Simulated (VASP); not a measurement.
Input:

```
Y
1.0
    3.65240     0.00000     0.00000
   -1.82620     3.16308     0.00000
    0.00000     0.00000     5.89503
Y
2
Direct
  0.33333   0.66667   0.25000
  0.66667   0.33333   0.75000
```

All values below come from PBE GGA, VASP's PBE PAW potentials (set 64) (plane waves; VASP). Settings: 300 eV cut-off, 11×11×6 Γ-centred mesh, Fermi-Dirac smearing of 0.10 eV, potentials Y_sv.

At this cut-off the stress carries a Pulay error, which pulls relaxed volumes low. The run has a spin-polarised start.

Problem. Give the stress tensor in GPa (positive for a compressed cell).

Solution. 
```
-0.92   0.00   0.00
 0.00  -0.92   0.00
 0.00   0.00  -2.69
```
The pressure is its mean diagonal, -1.51 GPa.

The structure comes from a computed database's Y entry; how it stands against other phases isn't given here. The cell was not relaxed at this level.
